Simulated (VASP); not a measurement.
Input:

```yaml
crystal:
  lattice:
    - [3.53394, 0.00000, 0.00000]
    - [0.00000, 3.53394, 0.00000]
    - [0.00000, 0.00000, 3.53394]
  atoms:
    - { symbol: Al, position: [0.00000, 0.00000, 0.00000] }
    - { symbol: Ni, position: [0.00000, 0.50000, 0.50000], spin: 0.2 }
    - { symbol: Ni, position: [0.50000, 0.00000, 0.50000], spin: 0.2 }
    - { symbol: Ni, position: [0.50000, 0.50000, 0.00000], spin: 0.2 }
```

Method: PW91 GGA, VASP's PBE PAW potentials (set 64) (plane waves; VASP). Run with 520 eV cut-off, 9×9×9 Γ-centred mesh, first-order Methfessel-Paxton smearing of 0.10 eV, potentials Al Ni.

Q: Predict the cell moment, energy per atom (σ→0), pressure, band gap (on the k-mesh) with the smallest direct gap where there is one.

A: 
| Property | Result |
|---|---|
| band gap (on the k-mesh) | none (metal, semimetal or under 0.01 eV) |
| cell moment | 0.00 μB |
| energy per atom (σ→0) | -5.455 eV/atom |
| pressure | 5.24 GPa |

Total energies compare only between runs with the same potentials, cut-off and functional.

The compound is Ni3Al in the L1_2 structure. This cell is one point of a volume scan, at 0.97 of the reference volume.
